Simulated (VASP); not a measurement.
# InPd: structure and properties in VASP, part 3 of 4

Aim: relax InPd, then compute properties on the relaxed cell. The start is a computed cell from the Materials Project.

VASP 6.6.1; PBEsol; plane waves and PAW (In_d, Pd).

Still holding for the runs below: This run has no spin polarisation. Its electron count is odd, so without a moment it is a metal by construction.

So far. Step 4 (Single point with fields (PBEsol)): In this run the pressure is 0.02 GPa, small enough to go on. Step 5 (Bands along the symmetry lines (PBEsol)): There is no gap at this level. The relaxed cell has a = 3.249 Å (conventional setting).

## 6. Total and projected DOS (PBEsol)

A density of states needs more k-points than a total energy; ISMEAR = -5 takes tetrahedra, and LORBIT projects the states on the PAW spheres. The mesh is finer than in the run before.

INCAR

```
SYSTEM = InPd
PREC = Accurate
ENCUT = 400
EDIFF = 1E-06
NELM = 100
ISMEAR = -5
SIGMA = 0.2
LREAL = .FALSE.
ALGO = Normal
GGA = PS
NBANDS = 23
LASPH = .TRUE.
LORBIT = 11
LWAVE = .FALSE.
LCHARG = .FALSE.
KPAR = 2
NEDOS = 2001
```

POSCAR

```
InPd
1.0
    3.2486621846      0.0000000000      0.0000000000
    0.0000000000      3.2486621846      0.0000000000
    0.0000000000      0.0000000000      3.2486621846
In Pd
1 1
Direct
    0.0000000000      0.0000000000      0.0000000000
    0.5000000000      0.5000000000      0.5000000000
```

KPOINTS

```
Automatic mesh
0
Gamma
9 9 9
0 0 0
```

PAW data sets: In_d and Pd (PBE family, release 64).

Command:

```bash
$ mpirun -np 2 vasp_std
```

Output:

```text
[... set-up lines as in an earlier step ...]
 entering main loop
       N       E                     dE             d eps       ncg     rms          rms(c)
DAV:   1     0.148862482332E+03    0.14886E+03   -0.87874E+03  1758   0.108E+03
DAV:   2    -0.101184178027E+01   -0.14987E+03   -0.14102E+03  1715   0.286E+02
DAV:   3    -0.100947479844E+02   -0.90829E+01   -0.90257E+01  1953   0.697E+01
DAV:   4    -0.102940174927E+02   -0.19927E+00   -0.19920E+00  1995   0.934E+00
DAV:   5    -0.103042720860E+02   -0.10255E-01   -0.10254E-01  2356   0.210E+00    0.716E+00
DAV:   6    -0.100587177138E+02    0.24555E+00   -0.54987E-01  2017   0.795E+00    0.316E+00
DAV:   7    -0.100140931191E+02    0.44625E-01   -0.59109E-02  2258   0.400E+00    0.170E+00
DAV:   8    -0.100026135533E+02    0.11480E-01   -0.22300E-02  2202   0.123E+00    0.438E-01
DAV:   9    -0.100014714391E+02    0.11421E-02   -0.18079E-03  2268   0.570E-01    0.831E-02
DAV:  10    -0.100014443219E+02    0.27117E-04   -0.32196E-05  2519   0.646E-02    0.258E-02
DAV:  11    -0.100014458149E+02   -0.14930E-05   -0.25488E-06  1968   0.116E-02    0.750E-03
DAV:  12    -0.100014464148E+02   -0.59986E-06   -0.21354E-07  1239   0.388E-03
   1 F= -.10001446E+02 E0= -.10001446E+02  d E =0.000000E+00
 -----------------------------------------------------------------------------
|                                                                             |
|           W    W    AA    RRRRR   N    N  II  N    N   GGGG   !!!           |
|           W    W   A  A   R    R  NN   N  II  NN   N  G    G  !!!           |
|           W    W  A    A  R    R  N N  N  II  N N  N  G       !!!           |
|           W WW W  AAAAAA  RRRRR   N  N N  II  N  N N  G  GGG   !            |
|           WW  WW  A    A  R   R   N   NN  II  N   NN  G    G                |
|           W    W  A    A  R    R  N    N  II  N    N   GGGG   !!!           |
|                                                                             |
|     Tetrahedron method does not include variations of the Fermi             |
|     occupations, so forces and stress will be inaccurate. We suggest        |
|     using a different smearing scheme ISMEAR = 1 or 2 for metals in         |
|     relaxations.                                                            |
|                                                                             |
 -----------------------------------------------------------------------------
```

Elapsed: 8.4 s, on 2 MPI ranks of Intel Xeon Platinum 8259CL at 2.50GHz (Skylake/Cascade Lake), shared host; peak memory 0.28 GiB; 15 s of CPU time.

OUTCAR, selected parts (step 6):

```text
   k-points           NKPTS =     35   k-points in BZ     NKDIM =     35   number of bands    NBANDS=     23

   NELECT =      23.0000    total number of electrons

 E-fermi :  10.6969

 k-point     1 :       0.0000    0.0000    0.0000
  band No.  band energies     occupation
    ...
      7       6.7298      2.00000
      8       6.7298      2.00000
      9       8.3315      2.00000
     10       8.3315      2.00000
     11       8.3315      2.00000
     12      14.8563      0.00000
     13      14.8563      0.00000
     14      14.8563      0.00000
     15      20.2988      0.00000
     16      21.3900      0.00000
    ...

  Total       -0.0329306     -0.0329306     -0.0329306      0.0000000     -0.0000000      0.0000000
  in kB       -1.5388518     -1.5388518     -1.5388518      0.0000000     -0.0000000      0.0000000
  external PRESSURE =      -1.5388518 kB  Pullay stress =       0.0000000 kB

  FREE ENERGIE OF THE ION-ELECTRON SYSTEM (eV)
  ---------------------------------------------------
  free  energy   TOTEN  =       -10.0014464148 eV

  energy  without entropy=      -10.0014464148  energy(sigma->0) =      -10.00144641

[... 7 parts as in an earlier step ...]

[... 10 further parts left out ...]
```

With tetrahedra the forces and stress of a metal are not exact derivatives of the energy.

Numbers from this step:

| Property | Result |
| --- | --- |
| SCF cycles | 12 |
| irreducible k-points | 35 |
| free energy (TOTEN) | -10.00 eV |
| Fermi energy | 10.70 eV |
| pressure | -0.1539 GPa |
| DOS at the Fermi level | 0.7758 states/eV/cell |

The density of states has structure finer than the step of the table below, so its rows give means over 0.5 eV, whole bins alone (the curve runs from -12.0 to 7.90 eV). Peaks (eV: height): total -3.94: 4.95, -3.23: 6.32, -2.97: 5.26, -2.52: 7.07; Pd d -3.94: 3.92, -3.23: 5.41, -2.97: 4.56, -2.52: 6.32; In p -4.38: 0.416, -3.23: 0.193, -1.02: 0.154, 5.69: 0.246; Pd p -4.38: 0.0984, -2.52: 0.105, 4.63: 0.127, 6.40: 0.122; In s -6.50: 0.360, 0.13: 0.216, 2.42: 0.221.

States under -12.0 eV and over 7.9 eV are left out. The density of states by energy, zero at the Fermi level; means over each step; values in states/eV/cell:

| energy (eV) | total | Pd d | In p | Pd p | In s | Pd s |
| --- | --- | --- | --- | --- | --- | --- |
| -11.0 | 0 | 0 | 0 | 0 | 0 | 0 |
| -10.5 | 0.00142 | 0 | 4.9e-6 | 9.8e-6 | 5.7e-4 | 3.3e-4 |
| -10.0 | 0.0868 | 7.0e-5 | 0.00110 | 0.00125 | 0.0347 | 0.0194 |
| -9.5 | 0.173 | 8.9e-4 | 0.00406 | 0.00475 | 0.0679 | 0.0359 |
| -9.0 | 0.230 | 0.00319 | 0.00807 | 0.00968 | 0.0881 | 0.0424 |
| -8.5 | 0.297 | 0.00816 | 0.0127 | 0.0160 | 0.112 | 0.0480 |
| -8.0 | 0.366 | 0.0192 | 0.0175 | 0.0241 | 0.137 | 0.0481 |
| -7.5 | 0.486 | 0.0444 | 0.0234 | 0.0356 | 0.182 | 0.0479 |
| -7.0 | 0.831 | 0.124 | 0.0362 | 0.0632 | 0.311 | 0.0519 |
| -6.5 | 0.951 | 0.287 | 0.0351 | 0.0475 | 0.325 | 0.0211 |
| -6.0 | 0.424 | 0.179 | 0.0266 | 0.0126 | 0.111 | 0.00359 |
| -5.5 | 0.347 | 0.132 | 0.0464 | 0.0120 | 0.0384 | 0.0301 |
| -5.0 | 0.654 | 0.297 | 0.0982 | 0.0217 | 0.0204 | 0.0584 |
| -4.5 | 2.22 | 1.25 | 0.298 | 0.0669 | 0.0264 | 0.120 |
| -4.0 | 3.35 | 2.48 | 0.212 | 0.0710 | 0.0171 | 0.0477 |
| -3.5 | 2.91 | 2.36 | 0.139 | 0.0616 | 0.00302 | 0.00519 |
| -3.0 | 4.53 | 3.88 | 0.141 | 0.0636 | 0.0108 | 0.0310 |
| -2.5 | 4.35 | 3.78 | 0.0898 | 0.0865 | 0.0148 | 0.0282 |
| -2.0 | 1.04 | 0.823 | 0.0378 | 0.0448 | 0.0105 | 0.0165 |
| -1.5 | 0.334 | 0.195 | 0.0269 | 0.0297 | 0.0100 | 0.0128 |
| -1.0 | 1.11 | 0.683 | 0.111 | 0.0691 | 0.0258 | 0.0687 |
| -0.5 | 0.903 | 0.464 | 0.110 | 0.0759 | 0.0416 | 0.0546 |
| 0.0 | 0.799 | 0.329 | 0.108 | 0.0795 | 0.0794 | 0.0423 |
| 0.5 | 0.526 | 0.186 | 0.0884 | 0.0611 | 0.0391 | 0.0321 |
| 1.0 | 0.451 | 0.131 | 0.0784 | 0.0537 | 0.0483 | 0.0306 |
| 1.5 | 0.524 | 0.140 | 0.0804 | 0.0564 | 0.0922 | 0.0308 |
| 2.0 | 0.687 | 0.183 | 0.0909 | 0.0611 | 0.150 | 0.0450 |
| 2.5 | 0.813 | 0.195 | 0.116 | 0.0646 | 0.177 | 0.0696 |
| 3.0 | 0.788 | 0.152 | 0.124 | 0.0735 | 0.116 | 0.108 |
| 3.5 | 0.860 | 0.143 | 0.140 | 0.109 | 0.0898 | 0.116 |
| 4.0 | 0.843 | 0.133 | 0.161 | 0.113 | 0.0713 | 0.103 |
| 4.5 | 0.838 | 0.123 | 0.181 | 0.123 | 0.0519 | 0.0879 |
| 5.0 | 0.849 | 0.132 | 0.207 | 0.116 | 0.0374 | 0.0750 |
| 5.5 | 0.840 | 0.127 | 0.215 | 0.103 | 0.0310 | 0.0829 |
| 6.0 | 0.920 | 0.133 | 0.240 | 0.109 | 0.0293 | 0.0909 |
| 6.5 | 0.919 | 0.123 | 0.239 | 0.119 | 0.0248 | 0.0809 |
| 7.0 | 0.812 | 0.102 | 0.218 | 0.107 | 0.0196 | 0.0628 |
| 7.5 | 0.737 | 0.0885 | 0.196 | 0.100 | 0.0167 | 0.0502 |

The finer mesh and the other smearing move the Fermi level by +0.03 eV from the 6×6×6 run, a small shift, which tests the Fermi level alone. Of the states within 0.3 eV of the Fermi level, the largest shares in the PAW spheres are Pd d 41 %, In p 14 % and Pd p 10 %. The rest lies in smaller channels or between the spheres.

## 7. Zone-centre phonons (PBEsol)

Zone-centre modes test whether the atoms sit at a minimum within this cell. IBRION = 8 takes the force constants from linear response, which needs tightly converged orbitals.

INCAR

```
SYSTEM = InPd
PREC = Accurate
ENCUT = 400
EDIFF = 1E-08
NELM = 100
ISMEAR = 1
SIGMA = 0.2
LREAL = .FALSE.
ALGO = Normal
GGA = PS
NBANDS = 17
LASPH = .TRUE.
LORBIT = 11
LWAVE = .FALSE.
LCHARG = .FALSE.
KPAR = 2
IBRION = 8
ISIF = 2
```

POSCAR is that of step 6.

KPOINTS

```
Automatic mesh
0
Gamma
12 12 12
0 0 0
```

Command:

```bash
$ mpirun -np 2 vasp_std
```

Output:

```text
[... set-up lines as in an earlier step ...]
 entering main loop
       N       E                     dE             d eps       ncg     rms          rms(c)
DAV:   1     0.139911500678E+03    0.13991E+03   -0.96153E+03  2963   0.146E+03
DAV:   2    -0.366530286296E+01   -0.14358E+03   -0.13852E+03  2918   0.328E+02
DAV:   3    -0.101673068805E+02   -0.65020E+01   -0.64582E+01  3390   0.791E+01
DAV:   4    -0.102970177277E+02   -0.12971E+00   -0.12963E+00  3663   0.991E+00
DAV:   5    -0.103024195965E+02   -0.54019E-02   -0.54016E-02  3863   0.186E+00    0.715E+00
DAV:   6    -0.100561482910E+02    0.24627E+00   -0.72627E-01  3089   0.108E+01    0.315E+00
DAV:   7    -0.100118957045E+02    0.44253E-01   -0.84156E-02  3724   0.542E+00    0.170E+00
DAV:   9    -0.999932435594E+01    0.11326E-02   -0.20932E-03  3688   0.775E-01    0.769E-02
DAV:  10    -0.999930550465E+01    0.18851E-04   -0.42830E-05  4066   0.930E-02    0.231E-02
DAV:  11    -0.999930482919E+01    0.67545E-06   -0.33575E-06  3091   0.174E-02    0.544E-03
DAV:  12    -0.999930512272E+01   -0.29353E-06   -0.45749E-07  3723   0.640E-03    0.111E-03
DAV:  13    -0.999930511598E+01    0.67344E-08   -0.11802E-08  2173   0.119E-03
   1 F= -.99993051E+01 E0= -.99994831E+01  d E =0.533999E-03
 Linear response reoptimize wavefunctions to high precision
DAV:   1    -0.999930509080E+01    0.25186E-07   -0.35072E-09  2488   0.670E-04
DAV:   2    -0.999930509082E+01   -0.20464E-10   -0.27811E-10  1526   0.153E-04
 Linear response DOF=           2
 Linear response progress:
  Degree of freedom:   1/  2
       N       E                     dE             d eps       ncg     rms          rms(c)
RMM:   1    -0.228042649115E+00   -0.22804E+00   -0.17153E-03  8714   0.540E+00
RMM:   2    -0.231459705072E+00   -0.34171E-02   -0.15534E-02 10950   0.104E+00    0.646E-02
RMM:   3    -0.231476090738E+00   -0.16386E-04   -0.16573E-03 11637   0.318E-01    0.332E-02
RMM:   4    -0.231378604434E+00    0.97486E-04   -0.15324E-04 12401   0.111E-01    0.248E-02
RMM:   5    -0.231340874229E+00    0.37730E-04   -0.26488E-05 12733   0.403E-02    0.642E-03
RMM:   6    -0.231337490411E+00    0.33838E-05   -0.39725E-06 12462   0.163E-02    0.233E-03
RMM:   7    -0.231340320732E+00   -0.28303E-05   -0.87782E-07 12781   0.658E-03    0.974E-04
RMM:   8    -0.231342335520E+00   -0.20148E-05   -0.27682E-07 12417   0.312E-03    0.339E-04
RMM:   9    -0.231342399179E+00   -0.63659E-07    0.25107E-08 13098   0.138E-03    0.723E-05
RMM:  10    -0.231342008261E+00    0.39092E-06    0.75568E-08 12934   0.679E-04    0.576E-05
RMM:  11    -0.231341957584E+00    0.50677E-07    0.69705E-08 13503   0.378E-04    0.387E-05
RMM:  12    -0.231341956153E+00    0.14310E-08    0.43246E-08 13346   0.238E-04    0.155E-05
 first order change of Fermi-energy  -0.11986E-03
 force on displaced ion       1 direction 1 :  -4.231  -0.000   0.000
 Linear response progress:
  Degree of freedom:   2/  2
       N       E                     dE             d eps       ncg     rms          rms(c)
RMM:   1    -0.255699854773E+00   -0.25570E+00   -0.23910E-01 12352   0.287E+00
RMM:   2    -0.256229619337E+00   -0.52976E-03   -0.18167E-02 12316   0.818E-01    0.802E-02
RMM:   3    -0.256450670416E+00   -0.22105E-03   -0.14521E-03 12229   0.222E-01    0.474E-02
RMM:   4    -0.256739224270E+00   -0.28855E-03   -0.24521E-04 12301   0.108E-01    0.154E-02
RMM:   5    -0.256786407364E+00   -0.47183E-04   -0.21699E-05 13274   0.360E-02    0.903E-03
RMM:   6    -0.256774223331E+00    0.12184E-04   -0.20153E-06 12124   0.968E-03    0.193E-03
RMM:   7    -0.256767902371E+00    0.63210E-05   -0.37219E-07 13002   0.384E-03    0.148E-03
RMM:   8    -0.256765169892E+00    0.27325E-05   -0.10045E-07 12573   0.139E-03    0.847E-04
RMM:   9    -0.256763854495E+00    0.13154E-05   -0.75617E-08 13644   0.622E-04    0.304E-04
RMM:  10    -0.256764268034E+00   -0.41354E-06   -0.57102E-08 12381   0.399E-04    0.136E-04
RMM:  11    -0.256764252300E+00    0.15735E-07   -0.82541E-08 13942   0.264E-04    0.277E-05
RMM:  12    -0.256764464677E+00   -0.21238E-06   -0.51641E-08 12913   0.204E-04    0.495E-05
RMM:  13    -0.256764561270E+00   -0.96593E-07   -0.69280E-08 13651   0.186E-04    0.171E-05
RMM:  14    -0.256764536486E+00    0.24783E-07   -0.49263E-08 12304   0.175E-04    0.427E-06
RMM:  15    -0.256764528920E+00    0.75668E-08   -0.60772E-08 11125   0.169E-04    0.107E-06
 first order change of Fermi-energy   0.10149E-02
 force on displaced ion       2 direction 1 :  -4.259  -0.000   0.000
 Linear response finished
```

It took 1.8 min on 2 MPI ranks; peak memory 0.62 GiB.

Parts of OUTCAR (step 7):

```text
   k-points           NKPTS =     84   k-points in BZ     NKDIM =     84   number of bands    NBANDS=     17

   NELECT =      23.0000    total number of electrons

  Total       -0.0563674     -0.0563674     -0.0563674      0.0000000     -0.0000000      0.0000000
  in kB       -2.6340570     -2.6340570     -2.6340570      0.0000000     -0.0000000      0.0000000
  external PRESSURE =      -2.6340570 kB  Pullay stress =       0.0000000 kB

 Eigenvectors and eigenvalues of the dynamical matrix
 ----------------------------------------------------

   1 f  =    4.334561 THz    27.234849 2PiTHz  144.585386 cm-1    17.926295 meV
             X         Y         Z           dx          dy          dz
      0.000000  0.000000  0.000000     0.692367   -0.000000   -0.000000
      1.624331  1.624331  1.624331    -0.721545    0.000000    0.000000

   2 f  =    4.334561 THz    27.234849 2PiTHz  144.585386 cm-1    17.926295 meV
             X         Y         Z           dx          dy          dz
      0.000000  0.000000  0.000000    -0.000000    0.692367   -0.000000
      1.624331  1.624331  1.624331    -0.000000   -0.721545    0.000000

   3 f  =    4.334561 THz    27.234849 2PiTHz  144.585386 cm-1    17.926295 meV
             X         Y         Z           dx          dy          dz
      0.000000  0.000000  0.000000    -0.000000   -0.000000   -0.692367
      1.624331  1.624331  1.624331     0.000000    0.000000    0.721545

   4 f/i=    0.007130 THz     0.044798 2PiTHz    0.237825 cm-1     0.029487 meV
             X         Y         Z           dx          dy          dz
      0.000000  0.000000  0.000000     0.000000   -0.721545    0.000000
      1.624331  1.624331  1.624331     0.000000   -0.692367    0.000000

   5 f/i=    0.007130 THz     0.044798 2PiTHz    0.237825 cm-1     0.029487 meV
             X         Y         Z           dx          dy          dz
      0.000000  0.000000  0.000000    -0.000000   -0.000000   -0.721545
      1.624331  1.624331  1.624331     0.000000    0.000000   -0.692367

   6 f/i=    0.007130 THz     0.044798 2PiTHz    0.237825 cm-1     0.029487 meV
             X         Y         Z           dx          dy          dz
      0.000000  0.000000  0.000000    -0.721545   -0.000000    0.000000
      1.624331  1.624331  1.624331    -0.692367   -0.000000    0.000000

 ELASTIC MODULI CONTR FROM IONIC RELAXATION (kBar)
 Direction    XX          YY          ZZ          XY          YZ          ZX
 --------------------------------------------------------------------------------
 XX           0.0000      0.0000      0.0000      0.0000      0.0000      0.0000
 YY           0.0000      0.0000      0.0000      0.0000      0.0000      0.0000
 ZZ           0.0000      0.0000      0.0000      0.0000      0.0000      0.0000
 XY           0.0000      0.0000      0.0000      0.0000      0.0000      0.0000
 YZ           0.0000      0.0000      0.0000      0.0000      0.0000      0.0000
 ZX           0.0000      0.0000      0.0000      0.0000      0.0000      0.0000
 --------------------------------------------------------------------------------

[... 7 parts as in an earlier step ...]

[... 4 further parts left out ...]
```

Energies printed during the response cycles are not total energies of the cell.

This step gave:

* bands: 17
* irreducible k-points: 84
* pressure of the cell: -0.2634 GPa
* largest force of the cell: 0 eV/Å
* Fermi energy: 10.67 eV

[end of part 3 of 4]

[Lines on the potential files, build, host, timing and source positions are cut from VASP's logs without a mark.]

[Logs are printed without paths, hosts, clocks, repeated set-up lines and the standing remarks that a program may print on its own settings, such as how far it seeks lower states.]

[Hosts, paths, dates, database ids (printed as entryN), source tags and the programs' standing remarks are cut or masked in the printed files.]

[A measured line is paired with the nearest computed mode of its activity, which favours agreement.]
